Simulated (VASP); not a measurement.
Here is the system:

```xyz
4
Lattice="4.3873 0.0000 0.0000 -2.1937 3.7995 0.0000 0.0000 0.0000 4.9335" Properties=species:S:1:pos:R:3 pbc="T T T"
Ti     0.0000     2.5330     4.6253
Ti     2.1937     1.2665     2.1585
Si     0.0000     2.5330     2.1583
Si     2.1937     1.2665     4.6250
```

All values below come from r2SCAN meta-GGA, VASP's PBE PAW potentials (set 64) (plane waves; VASP). Run with 400 eV cut-off, 9×9×7 Γ-centred mesh, tetrahedra with Blöchl corrections, potentials Ti_sv Si.

Question: Predict the energy per atom (σ→0), band gap (over mesh and band path) with the smallest direct gap where there is one.

Answer: 
```
Item                                                                   Value
----------------------------------  ----------------------------------------
band gap (over mesh and band path)  none (metal, semimetal or under 0.01 eV)
energy per atom (σ→0)                                        -10.972 eV/atom
```

The structure was generated: TiSi was put into the wurtzite type (P6_3mc), which need not be its known phase. It was relaxed first, which changed the volume by -33 %. The relaxed cell has space group P6_3/mmc.
